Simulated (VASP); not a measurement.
Crystal: MgSn2N2.

```xyz
10
Lattice="3.2887 0.0088 -0.0146 -3.2734 5.5534 -0.0108 -0.0408 -0.0409 9.1149" Properties=species:S:1:pos:R:3 pbc="T T T"
Mg   -0.0206    5.5025    9.0487
Mg    1.5668    2.7906    9.0716
Sn    1.6300    0.9550    2.6345
Sn    0.0238    3.6773    2.6080
Sn   -0.0741    1.7660    6.4470
Sn   -1.6302    4.6606    6.4194
N     1.5698    0.8919    7.6717
N     0.0555    3.5975    7.7543
N    -0.0464    1.8896    1.2987
N    -1.6581    4.5032    1.2554
```

The cell was built by a generator and needn't be a form met in nature.

```yaml
Program: VASP 6.6.1
Task: relaxation of cell and atoms
Functional: PBE
Potentials_or_basis: VASP PAW PBE potentials, release 64 (Mg, Sn_d, N)
Cutoff: 520 eV
k_mesh: 6 × 6 × 2
Occupations: gaussian, width 0.05 eV
Spin: no spin polarisation
```

At the start: pressure 0.3 GPa; volume 16.67 Å³/atom.

Q: How do energy, volume and symmetry change on relaxing?

A: Over 14 steps the energy falls by 33.3 meV/atom and the volume is 16.54 Å³/atom (-0.8 %); space group P-3m1 (No. 164, to 0.05 Å).

Step by step:
```csv
step,energy change (eV),largest force (eV/Å),pressure (GPa),volume (Å³)
1,0.0000,1.4038,0.31,166.73
2,-0.2755,0.4988,-0.79,167.49
3,-0.2837,0.3918,-0.92,167.64
4,-0.3148,0.2439,0.40,165.30
5,-0.3161,0.2327,0.75,164.74
6,-0.3247,0.1918,-0.33,165.66
7,-0.3255,0.1219,0.02,165.44
8,-0.3291,0.0896,-0.06,165.62
9,-0.3303,0.0734,-0.12,165.75
10,-0.3304,0.0753,-0.09,165.81
11,-0.3319,0.0399,-0.15,165.62
12,-0.3321,0.0578,-0.06,165.43
13,-0.3322,0.0453,0.01,165.48
14,-0.3325,0.0249,-0.13,165.42
```

Final structure:
```xyz
10
Lattice="3.2559 -0.0007 0.0007 -3.2571 5.6352 -0.0045 0.0017 -0.0063 9.0172" Properties=species:S:1:pos:R:3 pbc="T T T"
Mg   -0.0065    5.6144    8.9805
Mg    1.6207    2.7959    8.9829
Sn    1.6229    0.9318    2.5887
Sn   -0.0053    3.7478    2.5856
Sn   -0.0053    1.8591    6.3616
Sn   -1.6348    4.6752    6.3597
N     1.6205    0.9201    7.6673
N    -0.0075    3.7358    7.6641
N    -0.0073    1.8675    1.2809
N    -1.6342    4.6838    1.2809
```
